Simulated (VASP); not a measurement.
An input for Ansatz (written as the equivalent of a VASP run, and not itself run):

Ansatz 0.2 input:
```yaml
crystal:
  lattice:
    - [0.0000000, 2.9268000, 2.9268000]
    - [2.9268000, 0.0000000, 2.9268000]
    - [2.9268000, 2.9268000, 0.0000000]
  atoms:
    - { symbol: Ti, position: [0.0000000, 0.0000000, 0.0000000] }
    - { symbol: Si, position: [0.5000000, 0.5000000, 0.5000000] }
kpoints:
  mp_grid: { grid: [10, 10, 10] }
hamiltonian:
  xc: r2scan
  pseudopotentials: { kind: paw }
scf:
  occupations: { method: methfessel_paxton, width: 0.1 }
  max_iter: 100
relax:
  max_steps: 60
  f_tol: 0.01
  cell: {}
output: { forces: true, stress: true, eigenvalues: true }
```

**Question.** Write the VASP files for the same calculation (r2SCAN).

**Answer.** Several could match; the one computed here: 
### KPOINTS
```
Automatic mesh
0
gamma
 10 10 10
0 0 0
```

### POSCAR
```
TiSi
1
    0.0000000000     2.9268000000     2.9268000000
    2.9268000000     0.0000000000     2.9268000000
    2.9268000000     2.9268000000     0.0000000000
Ti Si
1 1
Direct
  0.0000000000   0.0000000000   0.0000000000
  0.5000000000   0.5000000000   0.5000000000
```

**INCAR**
```
SYSTEM = TiSi
PREC = Accurate
ENCUT = 400
EDIFF = 1E-6
NELM = 100
ALGO = Normal
LREAL = .FALSE.
LASPH = .TRUE.
ISMEAR = 1
SIGMA = 0.1
METAGGA = R2SCAN
LMIXTAU = .TRUE.
LMAXMIX = 4
LWAVE = .FALSE.
LCHARG = .FALSE.
IBRION = 2
ISIF = 3
NSW = 60
EDIFFG = -0.01
```

POTCAR, in this order: Ti_sv Si (PBE.64 set). Program: vasp_std.

What does not carry over: each code has its own PAW files, so the cut-off isn't converted (ENCUT is set for VASP's; basis.ecutwfc is left out, and Ansatz then takes the one that its files recommend); Ansatz stops its SCF on the density residual and VASP on the energy change (EDIFF).

The structure was generated: TiSi was put into the rock salt type (Fm-3m), which need not be its known phase. This run relaxes it. Symmetry was kept, so distortions that lower it aren't found.
